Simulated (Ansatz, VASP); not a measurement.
# Cross-check of H83C18N9O28 between VASP and Ansatz, part 2 of 2

Aim: how closely do two programs agree when they are given the same cell, functional and k mesh? The cell is taken from a series of runs on this material, whose earlier steps may have relaxed, scaled, displaced or heated it; both programs get it as it stands.

VASP 6.6.1 and Ansatz 0.2.0.

So far: The starting structure; Ansatz: single point, PBE with D3(BJ).

## Step 3: VASP: single point, PBE with D3(BJ)

Level of this step: PBE with D3(BJ); plane waves and PAW (C, N, H, O) (VASP).

The same cell, functional, mesh and smearing now go to VASP, with its own data sets.

Lines of VASP's logs that name or quote its potential files are left out, and so is its time.

File INCAR:

```
SYSTEM = H83C18N9O28
PREC = Accurate
ENCUT = 600
EDIFF = 1E-06
NELM = 120
ISMEAR = 0
SIGMA = 0.05
LREAL = Auto
ALGO = Normal
GGA = PE
IVDW = 12
NBANDS = 280
LORBIT = 11
LWAVE = .FALSE.
LCHARG = .FALSE.
ISIF = 2
LASPH = .TRUE.
GGA_COMPAT = .FALSE.
EFERMI = MIDGAP
```

File POSCAR:

```
H83C18N9O28
1.0
   11.7567100000      0.0000000000      0.0000000000
    0.0000000000     11.7567100000      0.0000000000
    0.0000000000      0.0000000000     11.7567100000
C N H O
18 9 83 28
Direct
    0.1575000000      0.0365800000      0.6439300000
    0.0796900000      0.0183200000      0.7373600000
    0.6124700000      0.4609400000      0.5726800000
    0.5760400000      0.4436100000      0.6885700000
    0.7300500000      0.5490600000      0.0924100000
    0.7219400000      0.6669200000      0.0583000000
    0.7448600000      0.0902700000      0.7687500000
    0.7779900000      0.2083900000      0.7754800000
    0.0123500000      0.2537100000      0.9853600000
    0.9298400000      0.1824400000      0.0422100000
    0.0984500000      0.7123300000      0.2287400000
    0.0932400000      0.5961100000      0.1904600000
    0.1442700000      0.0369000000      0.2163400000
    0.2269500000      0.0322700000      0.3072100000
    0.9599100000      0.4140000000      0.5651500000
    0.0255300000      0.3367900000      0.4956500000
    0.4813500000      0.7392400000      0.8442400000
    0.4070900000      0.7575900000      0.7482300000
    0.0171400000      0.0018200000      0.8120700000
    0.5464500000      0.4281400000      0.7816300000
    0.7140200000      0.7613700000      0.0310100000
    0.8065200000      0.3029200000      0.7808600000
    0.8632400000      0.1263900000      0.0890400000
    0.0894400000      0.5028600000      0.1574000000
    0.2935400000      0.0292700000      0.3800000000
    0.0782600000      0.2746500000      0.4398700000
    0.3480700000      0.7716500000      0.6703000000
    0.1847100000      0.1257800000      0.6410700000
    0.1139400000      0.0154500000      0.5641100000
    0.2324600000      0.9819200000      0.6550400000
[... 102 atom lines left out ...]
    0.2996200000      0.9402400000      0.9234100000
    0.2728900000      0.1641700000      0.8908800000
    0.0939600000      0.8332900000      0.9770400000
    0.7949300000      0.5953900000      0.3664200000
    0.1426400000      0.6480000000      0.6025200000
    0.3840500000      0.2378000000      0.1129200000
```

File KPOINTS:

```
Automatic mesh
0
Gamma
1 1 1
0 0 0
```

Potentials, in the order of the species: C, N, H and O (PBE family, release 64).

Launch:

```console
$ export OMP_NUM_THREADS=3
$ mpirun -np 1 vasp_gam
```

Numbers of over 12 decimals in the logs are rounded to 6 here.

What it wrote:

```text
[banner, memory and clock lines left out]
running    1 mpi-ranks, on    1 nodes
[...]
Offloading initialized ...    1 GPUs detected
[...]
LDA part: xc-table for (Slater+PW92), standard interpolation
 POSCAR, INCAR and KPOINTS ok, starting setup
[...]
entering main loop
       N       E                     dE             d eps       ncg     rms          rms(c)
DAV:   1     0.314296976959E+04    0.31430E+04   -0.20457E+05   576   0.134E+03
DAV:   2    -0.415495606921E+03   -0.35585E+04   -0.33786E+04   704   0.307E+02
DAV:   3    -0.810573552650E+03   -0.39508E+03   -0.39163E+03   704   0.106E+02
DAV:   4    -0.819078165671E+03   -0.85046E+01   -0.84734E+01   680   0.176E+01
[...]
DAV:  18    -0.745649635916E+03    0.17441E-05   -0.19582E-05   688   0.106E-02    0.607E-03
DAV:  19    -0.745649633156E+03    0.27597E-05   -0.18585E-06   520   0.692E-03    0.256E-03
DAV:  20    -0.745649632592E+03    0.56380E-06   -0.33489E-06   616   0.472E-03
   1 F= -.75080663E+03 E0= -.75080663E+03  d E =0.000000E+00
```

From OUTCAR (step 3):

```text
  FREE ENERGIE OF THE ION-ELECTRON SYSTEM (eV)
  ---------------------------------------------------
  free  energy   TOTEN  =      -750.8066302563 eV

  energy  without entropy=     -750.8066302563  energy(sigma->0) =     -750.80663026
```

The run ends at a pressure of -0.48 GPa, with forces up to 0.40 eV/Å.

## Step 4: Differences

Known differences besides the potentials themselves: the cutoff is 420 eV in Ansatz and 600 eV in VASP (PREC = Accurate, projectors in real space). Total energies have different zeros and are not compared.

Both answers:

| quantity | Ansatz | VASP | difference |
| --- | --- | --- | --- |
| pressure (GPa) | -0.51 | -0.48 | -0.03 |
| gap on the k mesh (eV) | 5.071 | 5.065 | +0.006 |

Forces on 8 of the 138 atoms, those with the largest forces and the largest differences (eV/Å; atoms numbered as in POSCAR):

| atom | Ansatz x, y, z | VASP x, y, z |
| --- | --- | --- |
| C6 | 0.002, -0.003, -0.006 | 0.035, -0.376, 0.100 |
| C16 | 0.000, 0.006, 0.001 | -0.208, 0.247, 0.220 |
| N19 | -0.010, -0.003, 0.007 | -0.252, -0.070, 0.299 |
| N20 | -0.003, 0.001, 0.005 | -0.122, -0.059, 0.367 |
| N21 | 0.000, 0.000, 0.004 | -0.034, 0.384, -0.102 |
| N25 | -0.006, -0.001, -0.006 | 0.260, -0.014, 0.280 |
| N26 | 0.003, -0.004, -0.002 | 0.216, -0.240, -0.230 |
| N27 | -0.006, -0.003, 0.000 | -0.233, 0.050, -0.308 |

The forces differ by 91 meV/Å r.m.s., where the r.m.s. force is 0.003 eV/Å in Ansatz and 0.090 eV/Å in VASP: the atoms lie near their places of rest in Ansatz, so a percentage would say little (all taken over all components). A gap on the mesh is an upper bound, since the band edges may lie between its points.

## Step 5: What came out

```
r.m.s. force difference (single point, PBE with D3(BJ)) : 91 meV/Å
```

What this shows: The r.m.s. force difference is 91 meV/Å (single point, PBE with D3(BJ)), beyond the 12 meV/Å picked in this series as the mark of a large difference. What causes the difference of the single point, PBE with D3(BJ) pair stays open here. How closely two codes agree says nothing of how well the functional describes the real material.

[Lines on the potential files, build, host, timing and source positions are cut from VASP's logs without a mark.]

[Logs are printed without paths, hosts, clocks, repeated set-up lines and the standing remarks that a program may print on its own settings, such as how far it seeks lower states.]

[Hosts, paths, dates, database ids (printed as entryN), source tags and the programs' standing remarks are cut or masked in the printed files.]
